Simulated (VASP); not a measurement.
Energy against volume of KI (rock salt). Calculation: PBE GGA with D3 dispersion (Becke-Johnson damping), VASP's PBE PAW potentials (set 64) (plane waves; VASP).

| V (Å³/atom) | E (eV/atom) |
|---|---|
| 40.557 | -2.99900 |
| 41.852 | -3.00434 |
| 43.146 | -3.00594 |
| 44.441 | -3.00438 |
| 45.735 | -3.00017 |

Problem. Fit a third-order Birch-Murnaghan equation of state.

Solution. 
| Quantity | Result |
|---|---|
| volume per atom | 43.12 Å^3/atom |
| bulk modulus | 13.0 GPa |
| pressure derivative of the bulk modulus | 4.82 |
| lattice constant a | 7.013 Å |

The compound is KI in the rock salt structure. It was relaxed first.
